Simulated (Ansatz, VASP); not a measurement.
**MoS2 in two plane-wave programs**

One calculation is typed for both programs; each brings its own data sets. How far apart do they land? The cell is taken from a series of runs on this material, whose earlier steps may have relaxed, scaled, displaced or heated it; both programs get it as it stands.

Calculated with Ansatz 0.2.0; plane waves, with VASP 6.6.1 beside it; G0W0 gap at PBE.

## (1) The starting structure

The structure is hexagonal, space group P6_3/mmc (No. 194). The conventional cell has a = 3.158 Å, b = 3.158 Å, c = 12.288 Å, α = 90.00°, β = 90.00°, γ = 120.00°. Nearest to Mo lie 6 S at 2.40 Å. Nearest to S lie 3 Mo at 2.40 Å. Farther neighbours and most contacts between anions are not listed.

## (2) VASP: G0W0 gap, PBE

Quasiparticle shifts depend on high empty states and on the cores, so they are the hardest test of two PAW sets.

Lines of VASP's logs that name or quote its potential files are left out, and so is its time.

The run reads the wave functions of an earlier VASP run, which isn't shown here.

The input, INCAR:

```
SYSTEM = MoS2
PREC = Accurate
ENCUT = 370
ISMEAR = 0
SIGMA = 0.01
LREAL = .FALSE.
GGA = PE
NBANDS = 208
LASPH = .TRUE.
ALGO = EVGW0
NELMGW = 1
ENCUTGW = 80
NOMEGA = 64
PRECFOCK = Fast
NBANDSGW = 40
LWAVE = .FALSE.
LCHARG = .FALSE.
```

The input, POSCAR:

```
MoS2
1.0
    3.1579598862      0.0000000000      0.0000000000
   -1.5789799431      2.7348734856      0.0000000000
    0.0000000000      0.0000000000     12.2880904366
Mo S
2 4
Direct
    0.3333333333      0.6666666667      0.2500000000
    0.6666666667      0.3333333333      0.7500000000
    0.3333333333      0.6666666667      0.6226282261
    0.6666666667      0.3333333333      0.1226282261
    0.3333333333      0.6666666667      0.8773717739
    0.6666666667      0.3333333333      0.3773717739
```

The input, KPOINTS:

```
Automatic mesh
0
Gamma
6 6 2
0 0 0
```

The projector-augmented-wave data sets are Mo_sv_GW and S_GW (PBE family, release 64).

On the command line:

```console
mpirun -np 8 vasp_std
```

Numbers of over 12 decimals in the logs are rounded to 6 here.

The log of the run:

```text
[banner, memory and clock lines left out]
running    8 mpi-ranks, on    1 nodes
 distrk:  each k-point on    8 cores,    1 groups
 distr:  one band on    1 cores,    8 groups

 POSCAR found type information on POSCAR MoS
 POSCAR found :  2 types and       6 ions
|                                                                             |
|           W    W    AA    RRRRR   N    N  II  N    N   GGGG   !!!           |
|           W    W   A  A   R    R  NN   N  II  NN   N  G    G  !!!           |
|           W    W  A    A  R    R  N N  N  II  N N  N  G       !!!           |
|           W WW W  AAAAAA  RRRRR   N  N N  II  N  N N  G  GGG   !            |
|           WW  WW  A    A  R   R   N   NN  II  N   NN  G    G                |
|           W    W  A    A  R    R  N    N  II  N    N   GGGG   !!!           |
|                                                                             |
|     For optimal performance we recommend to set                             |
|       NCORE = 2 up to number-of-cores-per-socket                            |
|     NCORE specifies how many cores store one orbital (NPAR=cpu/NCORE).      |
|     This setting can greatly improve the performance of VASP for DFT.       |
|     The default, NCORE=1 might be grossly inefficient on modern             |
|     multi-core architectures or massively parallel machines. Do your        |
|     Unfortunately you need to use the default for GW and RPA                |
|     calculations (for HF NCORE is supported but not extensively tested      |
|     yet).                                                                   |
|                                                                             |

|                                                                             |
|           W    W    AA    RRRRR   N    N  II  N    N   GGGG   !!!           |
|           W    W   A  A   R    R  NN   N  II  NN   N  G    G  !!!           |
|           W    W  A    A  R    R  N N  N  II  N N  N  G       !!!           |
|           W WW W  AAAAAA  RRRRR   N  N N  II  N  N N  G  GGG   !            |
|           WW  WW  A    A  R   R   N   NN  II  N   NN  G    G                |
|           W    W  A    A  R    R  N    N  II  N    N   GGGG   !!!           |
|                                                                             |
|     The default for ENCUTGWSOFT is different in this version of VASP.       |
|     please manually set ENCUTGWSOFT =80 in the INCAR file.                  |
|                                                                             |

 LDA part: xc-table for (Slater+PW92), standard interpolation
 found WAVECAR, reading the header
 POSCAR, INCAR and KPOINTS ok, starting setup
 FFT: planning ... GRIDC
 FFT: planning ... GRID_SOFT
 FFT: planning ... GRID
 reading WAVECAR
 the WAVECAR file was read successfully
 initial charge from wavefunction
 available memory per node:     85.30 GB, setting MAXMEM to     87343

 The Fermi energy was updated, please check that it is located mid-gap
 values below the HOMO (VB) or above the LUMO (CB) will cause erroneous energies
 E-fermi :   8.0246

 calculate exact exchange contribution
 the WAVEDER file was read successfully
|                                                                             |
|           W    W    AA    RRRRR   N    N  II  N    N   GGGG   !!!           |
|           W    W   A  A   R    R  NN   N  II  NN   N  G    G  !!!           |
|           W    W  A    A  R    R  N N  N  II  N N  N  G       !!!           |
|           W WW W  AAAAAA  RRRRR   N  N N  II  N  N N  G  GGG   !            |
|           WW  WW  A    A  R   R   N   NN  II  N   NN  G    G                |
|           W    W  A    A  R    R  N    N  II  N    N   GGGG   !!!           |
|                                                                             |
|     Automatic setting of frequency mesh for GW failed. Frequency mesh       |
|     properly not suitable for determining QP energies. Consider             |
|     increasing number of kpoints.                                           |
|                                                                             |

energies w=
    0.000    0.000    0.691    0.000    1.379    0.000    2.065    0.000
    2.746    0.000    3.422    0.000    4.090    0.000    4.750    0.000
    5.402    0.000    6.045    0.000    6.679    0.000    7.304    0.000
    7.921    0.000    8.529    0.000    9.130    0.000    9.723    0.000
   10.311    0.000   10.893    0.000   11.471    0.000   12.046    0.000
   12.619    0.000   13.192    0.000   13.765    0.000   14.340    0.000
   14.919    0.000   15.503    0.000   16.093    0.000   16.692    0.000
   17.302    0.000   17.923    0.000   18.561    0.000   19.214    0.000
   19.888    0.000   20.585    0.000   21.308    0.000   22.062    0.000
   22.849    0.000   23.676    0.000   24.548    0.000   25.471    0.000
   26.453    0.000   27.502    0.000   28.630    0.000   29.847    0.000
   31.171    0.000   32.616    0.000   34.205    0.000   35.964    0.000
   37.929    0.000   40.139    0.000   42.648    0.000   45.524    0.000
   48.861    0.000   52.779    0.000   57.452    0.000   63.118    0.000
   70.136    0.000   79.047    0.000   90.729    0.000  106.695    0.000
  129.792    0.000  166.097    0.000  231.304    0.000  382.233    0.000
 responsefunction array rank=     184
 LDA part: xc-table for (Slater+PW92), standard interpolation

 min. memory requirement per mpi rank    270.0 MB, per node   2160.0 MB

 allocating   8 responsefunctions rank=   184
 shmem allocating  64 responsefunctions rank=   184
 response function shared by NCSHMEM nodes    1
 Doing            8  frequencies on each core in blocks of           64
NQ=   1    0.0000    0.0000    0.0000,
|.........|.........|.........|.........|.........|.........|.........|.........
 performed        914000 updates of chi_q(r,r)
 total number of BLAS operations        189.61 Gflops
NQ=   2    0.1667   -0.0000    0.0000,
|.........|.........|.........|.........|.........|.........|.........|.........
 performed       2593000 updates of chi_q(r,r)
 total number of BLAS operations        625.02 Gflops
NQ=   3    0.3333   -0.0000    0.0000,
|.........|.........|.........|.........|.........|.........|.........|.........
 performed       4272000 updates of chi_q(r,r)
 total number of BLAS operations       1050.80 Gflops
NQ=   4    0.5000   -0.0000    0.0000,
|.........|.........|.........|.........|.........|.........|.........|.........
 performed       5519000 updates of chi_q(r,r)
 total number of BLAS operations       1339.15 Gflops
NQ=   5    0.1667    0.1667    0.0000,
|.........|.........|.........|.........|.........|.........|.........|.........
 performed       7198000 updates of chi_q(r,r)
 total number of BLAS operations       1727.52 Gflops
NQ=   6    0.3333    0.1667    0.0000,
|.........|.........|.........|.........|.........|.........|.........|.........
 performed       9077000 updates of chi_q(r,r)
 total number of BLAS operations       2172.34 Gflops
NQ=   7    0.3333    0.3333    0.0000,
|.........|.........|.........|.........|.........|.........|.........|.........
 performed      10157000 updates of chi_q(r,r)
 total number of BLAS operations       2399.25 Gflops
NQ=   8    0.0000    0.0000    0.5000,
|.........|.........|.........|.........|.........|.........|.........|.........
 performed      11071000 updates of chi_q(r,r)
 total number of BLAS operations       2591.22 Gflops
NQ=   9    0.1667   -0.0000    0.5000,
|.........|.........|.........|.........|.........|.........|.........|.........
 performed      12750000 updates of chi_q(r,r)
 total number of BLAS operations       2988.79 Gflops
NQ=  10    0.3333   -0.0000    0.5000,
|.........|.........|.........|.........|.........|.........|.........|.........
 performed      14429000 updates of chi_q(r,r)
 total number of BLAS operations       3377.16 Gflops
NQ=  11    0.5000   -0.0000    0.5000,
|.........|.........|.........|.........|.........|.........|.........|.........
 performed      15676000 updates of chi_q(r,r)
 total number of BLAS operations       3700.42 Gflops
NQ=  12    0.1667    0.1667    0.5000,
|.........|.........|.........|.........|.........|.........|.........|.........
 performed      17355000 updates of chi_q(r,r)
 total number of BLAS operations       4088.80 Gflops
NQ=  13    0.3333    0.1667    0.5000,
|.........|.........|.........|.........|.........|.........|.........|.........
 performed      19234000 updates of chi_q(r,r)
 total number of BLAS operations       4533.62 Gflops
NQ=  14    0.3333    0.3333    0.5000,
|.........|.........|.........|.........|.........|.........|.........|.........
 performed      20314000 updates of chi_q(r,r)
 total number of BLAS operations       4777.65 Gflops
 resolving degeneracies of screened two electron integrals

 calculate QP shifts <psi_nk| G(iteration)W_0 |psi_nk>: iteration 1
 entering main loop
```

OUTCAR, selected parts (step 2):

```text
ion  position               nearest neighbor table
   1  0.333  0.667  0.250-   4 2.40   6 2.40   4 2.40   6 2.40   4 2.40   6 2.40
   2  0.667  0.333  0.750-   3 2.40   5 2.40   3 2.40   5 2.40   3 2.40   5 2.40
   3  0.333  0.667  0.623-   2 2.40   2 2.40   2 2.40
   4  0.667  0.333  0.123-   1 2.40   1 2.40   1 2.40
   5  0.333  0.667  0.877-   2 2.40   2 2.40   2 2.40
   6  0.667  0.333  0.377-   1 2.40   1 2.40   1 2.40

  LATTYP: Found a hexagonal cell.
 ALAT       =     3.1579598862
 C/A-ratio  =     3.8911483614

 Subroutine GETGRP returns: Found 24 space group operations
 (whereof 12 operations were pure point group operations)

The static configuration has the point symmetry D_3d.
 The point group associated with its full space group is D_6h.

 Found     14 irreducible k-points:

   k-points           NKPTS =     14   k-points in BZ     NKDIM =     72   number of bands    NBANDS=    208

   dimension x,y,z NGX =    20 NGY =   20 NGZ =   80
   dimension x,y,z NGXF=    40 NGYF=   40 NGZF=  160

   ENCUT  =  370.0 eV  27.19 Ry    5.21 a.u.   4.95  4.95 19.27*2*pi/ulx,y,z

   NELECT =      52.0000    total number of electrons

  energy-cutoff  :      370.00
  volume of cell :      106.13
      direct lattice vectors                 reciprocal lattice vectors
     3.157959886  0.000000000  0.000000000     0.316660134  0.182823813  0.000000000
    -1.578979943  2.734873486  0.000000000     0.000000000  0.365647627  0.000000000
     0.000000000  0.000000000 12.288090437     0.000000000  0.000000000  0.081379609

 k-points in reciprocal lattice and weights: Automatic mesh
   0.00000000  0.00000000  0.00000000       0.014
   0.16666667 -0.00000000  0.00000000       0.083
   0.33333333 -0.00000000  0.00000000       0.083
   0.50000000 -0.00000000  0.00000000       0.042
   0.16666667  0.16666667  0.00000000       0.083
   0.33333333  0.16666667  0.00000000       0.167
   0.33333333  0.33333333  0.00000000       0.028
   0.00000000  0.00000000  0.50000000       0.014
   0.16666667 -0.00000000  0.50000000       0.083
[...]
0.33333333  0.16666667  0.50000000       0.167
   0.33333333  0.33333333  0.50000000       0.028

 E-fermi :   8.0246

 QP shifts <psi_nk| G(iteration)W_0 |psi_nk>: iteration 1
 for sc-GW calculations column KS-energies equals QP-energies in previous step
 and V_xc(KS)=  KS-energies - (<T + V_ion + V_H > + <T+V_H+V_ion>^1  + <V_x>^1)
 k-point   1 :       0.0000    0.0000    0.0000
  band No.  KS-energies  QP-energies   sigma(KS)   V_xc(KS)     V^pw_x(r,r')   Z            occupation Imag(sigma)
    ...
     23       5.4659       5.5934     -15.9300     -16.0998     -17.7091       0.7509       2.0000       0.1869
     24       6.4021       6.3761     -14.5781     -14.5435     -16.3108       0.7539       2.0000       0.1788
     25       6.4021       6.3761     -14.5781     -14.5435     -16.3108       0.7539       2.0000       0.1788
     26       7.5870       7.8080     -15.9882     -16.2823     -16.8413       0.7514       2.0000       0.1064
     27       9.7103      10.4408     -14.6746     -15.6452     -10.9073       0.7526       0.0000      -0.2157
     28       9.7103      10.4408     -14.6746     -15.6452     -10.9073       0.7526       0.0000      -0.2157
     29       9.7389      10.4599     -14.5841     -15.5425     -10.7930       0.7523       0.0000      -0.2179
     30       9.7389      10.4599     -14.5841     -15.5425     -10.7930       0.7523       0.0000      -0.2179
    ...

 k-point   2 :       0.1667   -0.0000    0.0000
  band No.  KS-energies  QP-energies   sigma(KS)   V_xc(KS)     V^pw_x(r,r')   Z            occupation Imag(sigma)
    ...
     23       5.5235       5.3754     -14.0929     -13.8965     -16.3013       0.7547       2.0000       0.2102
     24       6.3730       6.5126     -15.4328     -15.6194     -16.7788       0.7481       2.0000       0.1681
     25       6.4248       6.2789     -14.0176     -13.8248     -16.1763       0.7568       2.0000       0.1860
     26       6.8090       6.9729     -15.5512     -15.7694     -16.7503       0.7510       2.0000       0.1423
     27       9.0853       9.7091     -14.3759     -15.2044     -10.7918       0.7529       0.0000      -0.2008
     28       9.4570      10.1295     -14.7412     -15.6412     -11.1677       0.7472       0.0000      -0.2171
     29       9.4747      10.2359     -14.9303     -15.9350     -10.9845       0.7576       0.0000      -0.2128
     30       9.6579      10.3486     -15.0363     -15.9625     -11.2808       0.7458       0.0000      -0.2386
    ...

 k-point   3 :       0.3333   -0.0000    0.0000
  band No.  KS-energies  QP-energies   sigma(KS)   V_xc(KS)     V^pw_x(r,r')   Z            occupation Imag(sigma)
    ...
     23       5.5315       5.3792     -14.2040     -13.9999     -16.6675       0.7465       2.0000       0.2329
     24       5.6485       5.6332     -15.0099     -14.9895     -17.1548       0.7515       2.0000       0.2072
     25       5.7676       5.8241     -14.8336     -14.9087     -16.3893       0.7515       2.0000       0.1967
     26       6.0325       6.1271     -15.2150     -15.3411     -16.7227       0.7499       2.0000       0.1825
     27       8.9815       9.6724     -15.1615     -16.0824     -11.3709       0.7502       0.0000      -0.2088
     28       9.0987       9.8800     -15.9484     -16.9983     -12.1808       0.7442       0.0000      -0.2141
     29       9.2601      10.0466     -16.0290     -17.0899     -12.2090       0.7414       0.0000      -0.2241
     30       9.7109      10.4685     -15.7746     -16.7945     -11.7423       0.7428       0.0000      -0.2581
    ...

 k-point   4 :       0.5000   -0.0000    0.0000
  band No.  KS-energies  QP-energies   sigma(KS)   V_xc(KS)     V^pw_x(r,r')   Z            occupation Imag(sigma)
    ...
     23       5.8684       5.7560     -14.2197     -14.0707     -16.3981       0.7547       2.0000       0.1983
     24       6.0747       5.9926     -14.4272     -14.3185     -16.5201       0.7562       2.0000       0.1874
     25       6.1768       6.1020     -14.0993     -14.0010     -15.6273       0.7612       2.0000       0.1687
     26       6.3012       6.3218     -14.7250     -14.7522     -16.1664       0.7565       2.0000       0.1639
     27       9.2243      10.1233     -17.2035     -18.4237     -13.1219       0.7368       0.0000      -0.2376
     28       9.2707      10.1655     -17.1881     -18.4059     -13.0796       0.7348       0.0000      -0.2416
     29       9.6124      10.4239     -16.4332     -17.5324     -12.1764       0.7383       0.0000      -0.2688
     30       9.8877      10.7351     -16.8603     -18.0131     -12.4811       0.7352       0.0000      -0.2936
    ...

[... 4 further parts left out ...]
```

(Continued in part 2 of 2.)

[Lines on the potential files, build, host, timing and source positions are cut from VASP's logs without a mark.]

[Logs are printed without paths, hosts, clocks, repeated set-up lines and the standing remarks that a program may print on its own settings, such as how far it seeks lower states.]

[Hosts, paths, dates, database ids (printed as entryN), source tags and the programs' standing remarks are cut or masked in the printed files.]
